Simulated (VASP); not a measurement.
Given:

```xyz
4
Lattice="2.2550 -3.3573 0.0000 2.2550 3.3573 0.0000 0.0000 0.0000 8.7784" Properties=species:S:1:pos:R:3 pbc="T T T"
Br     3.8831     0.0000     7.8040
Br     2.8819     0.0000     3.4148
Br     1.6281     0.0000     5.3636
Br     0.6269     0.0000     0.9744
```

These are PBE GGA, VASP's PBE PAW potentials (set 64) (plane waves; VASP 6.6.1) values and carry that method's errors. Settings: 300 eV cut-off, 3×3×2 Γ-centred mesh, Fermi-Dirac smearing of 0.020 eV, potentials Br.

Q: What does the run give for the energy per atom (σ→0), pressure, largest force, band gap (on the k-mesh) with the smallest direct gap where there is one?

A: 
The band gap (on the k-mesh) is 1.74 eV and the smallest direct gap (on the k-mesh) is 1.74 eV. The energy per atom (σ→0) is -1.603 eV/atom. The pressure is 1.25 GPa and the largest force is 0.541 eV/Å.

Total energies compare only between runs with the same potentials, cut-off and functional.

The structure is a typed Br crystal (Cmce). The cell was not relaxed at this level. The k-mesh is coarse (spacing up to 0.56 per Å, 2π included), so the numbers may not be converged in it.
